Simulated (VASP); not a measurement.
Data:

```xyz
2
Lattice="0.0000 2.5908 2.5908 2.5908 0.0000 2.5908 2.5908 2.5908 0.0000" Properties=species:S:1:pos:R:3 pbc="T T T"
Be     0.0000     0.0000     0.0000
Se     1.2954     1.2954     1.2954
```

All values below come from PBE GGA, VASP's PBE PAW potentials (set 64) (plane waves; VASP 6.6.1). Settings: 520 eV cut-off, Gaussian smearing of 0.050 eV, potentials Be Se.

### Question
Give the energies of bands 2 to 7 at the high-symmetry points, in eV from the valence-band maximum.

### Answer

```
band     Γ      X      U      L      W
----  ----  -----  -----  -----  -----
2     0.00  -4.97  -4.56  -5.57  -4.32
3     0.00  -2.58  -3.90  -1.04  -3.69
4     0.00  -2.58  -2.15  -1.04  -3.19
5     4.21   2.67   3.77   4.25   6.12
6     5.01   4.21   6.78   5.96   7.05
7     5.01  11.53   9.59   5.96   7.37
```

The gap is indirect, 2.67 eV, from the valence maximum at Γ to the conduction minimum at X.

Measured: gap 4.00 eV (computed value off by -1.33 eV), as given by Das et al., (2018), arXiv:1807.05623.

The compound is BeSe in the zinc blende structure. It was relaxed first.
